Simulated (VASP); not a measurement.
Calculation: LDA (Ceperley-Alder, Perdew-Zunger), VASP's LDA PAW potentials (set 64) (plane waves; VASP).

Input for VASP

**POSCAR**
```
GaP
1
   -0.0000000000     2.6162036502     2.6162036502
    2.6162036502     0.0000000000     2.6162036502
    2.6162036502     2.6162036502     0.0000000000
Ga P
1 1
Direct
  0.0000000000   0.0000000000   0.0000000000
  0.2500000000   0.2500000000   0.2500000000
```

### INCAR
```
# general
SYSTEM  = GaP
PREC    = Accurate
ENCUT   = 500
LREAL   = .False.   # projection in real space or not
LASPH   = .True.

# electronic loop
EDIFF   = 1E-6
NELM    = 100   # most electronic steps
ALGO    = Normal   # blocked Davidson
LMAXMIX = 4   # l cut-off of mixed one-centre charges

# smearing
ISMEAR  = 0   # Gaussian
SIGMA   = 0.05   # width (eV)

# ions
IBRION  = 2   # conjugate gradients
NSW     = 40   # most ionic steps
ISIF    = 3   # ions, shape and volume
EDIFFG  = -0.02
PSTRESS = 100   # kbar

# output
LWAVE   = .False.
LCHARG  = .False.
```

### KPOINTS
```
Automatic mesh
0
Gamma
9 9 9
0 0 0
```

POTCAR, in this order: Ga_d P (LDA.64 set). Program: vasp_std.

Output

**OUTCAR**
```
 ion  position               nearest neighbor table
   1  0.000  0.000  0.000-   2 2.27   2 2.27   2 2.27   2 2.27
   2  0.250  0.250  0.250-   1 2.27   1 2.27   1 2.27   1 2.27
  LATTYP: Found a face centered cubic cell.
 ALAT       =     5.2324073004
 Subroutine PRICEL returns:
 Original cell was already a primitive cell.
 Subroutine GETGRP returns: Found 24 space group operations
The static configuration has the point symmetry T_d .
The dynamic configuration has the point symmetry T_d .
 Subroutine INISYM returns: Found 24 space group operations
 Subroutine IBZKPT returns following result:
 Found     35 irreducible k-points:

 Following reciprocal coordinates:
            Coordinates               Weight
  0.000000  0.000000  0.000000      1.000000
  0.111111  0.000000  0.000000      8.000000
  0.222222  0.000000  0.000000      8.000000
  0.333333  0.000000  0.000000      8.000000
  0.444444  0.000000  0.000000      8.000000
  0.111111  0.111111  0.000000      6.000000
  0.222222  0.111111  0.000000     24.000000
  0.333333  0.111111  0.000000     24.000000
  0.444444  0.111111  0.000000     24.000000
 -0.444444  0.111111  0.000000     24.000000
 -0.333333  0.111111  0.000000     24.000000
 -0.222222  0.111111  0.000000     24.000000
 -0.111111  0.111111  0.000000     12.000000
  0.222222  0.222222  0.000000      6.000000
  0.333333  0.222222  0.000000     24.000000
  0.444444  0.222222  0.000000     24.000000
 -0.444444  0.222222  0.000000     24.000000
 -0.333333  0.222222  0.000000     24.000000
 -0.222222  0.222222  0.000000     12.000000
  0.333333  0.333333  0.000000      6.000000
  0.444444  0.333333  0.000000     24.000000
 -0.444444  0.333333  0.000000     24.000000
 -0.333333  0.333333  0.000000     12.000000
  0.444444  0.444444  0.000000      6.000000
...
```

OSZICAR:
```
       N       E                     dE             d eps       ncg     rms          rms(c)
DAV:   1     0.749542382061E+02    0.74954E+02   -0.93581E+03   950   0.206E+03
DAV:   2    -0.522722480392E+01   -0.80181E+02   -0.76484E+02   990   0.313E+02
DAV:   3    -0.106423960926E+02   -0.54152E+01   -0.53910E+01  1160   0.724E+01
DAV:   4    -0.107327878343E+02   -0.90392E-01   -0.90365E-01  1070   0.101E+01
DAV:   5    -0.107350137587E+02   -0.22259E-02   -0.22258E-02  1195   0.134E+00    0.502E+00
DAV:   6    -0.104207058889E+02    0.31431E+00   -0.48188E-01  1417   0.148E+01    0.327E+00
DAV:   7    -0.103582528190E+02    0.62453E-01   -0.14110E-01  1147   0.307E+00    0.118E+00
DAV:   8    -0.103538326481E+02    0.44202E-02   -0.15126E-02  1063   0.173E+00    0.282E-01
DAV:   9    -0.103537730563E+02    0.59592E-04   -0.11628E-03  1308   0.508E-01    0.555E-02
DAV:  10    -0.103537604125E+02    0.12644E-04   -0.74878E-05  1303   0.129E-01    0.192E-02
DAV:  11    -0.103537658327E+02   -0.54202E-05   -0.11108E-05  1174   0.554E-02    0.649E-03
DAV:  12    -0.103537654911E+02    0.34157E-06   -0.98964E-07   655   0.181E-02
   1 F= -.81184746E+01 E0= -.81184746E+01  d E =-.811847E+01
```

OUTCAR:
```
------------------------ aborting loop because EDIFF is reached ----------------------------------------
  FORCE on cell =-STRESS in cart. coord.  units (eV):
  Direction    XX          YY          ZZ          XY          YZ          ZX
  --------------------------------------------------------------------------------------
  Total        2.2296800      2.2296800      2.2296800      0.0000000     -0.0000000      0.0000000
  in kB       99.7489856     99.7489856     99.7489856      0.0000000     -0.0000000      0.0000000
  external PRESSURE =      -0.2510144 kB  Pullay stress =     100.0000000 kB
  volume of cell :       35.81
      direct lattice vectors                 reciprocal lattice vectors
     0.000000000  2.616203650  2.616203650    -0.191116620  0.191116620  0.191116620
     2.616203650  0.000000000  2.616203650     0.191116620 -0.191116620  0.191116620
     2.616203650  2.616203650  0.000000000     0.191116620  0.191116620 -0.191116620
  FREE ENERGIE OF THE ION-ELECTRON SYSTEM (eV)
  ---------------------------------------------------
  free  energy   TOTEN  =       -10.3537654911 eV

  energy  without entropy=      -10.3537654911  energy(sigma->0) =      -10.35376549
  enthalpy is  TOTEN    =        -8.1184745655 eV   P V=        2.2352909256

 reached required accuracy - stopping structural energy minimisation
```
(Selected blocks of OUTCAR.)

The compound is GaP in the zinc blende structure. It was relaxed first under an external pressure of 10 GPa.
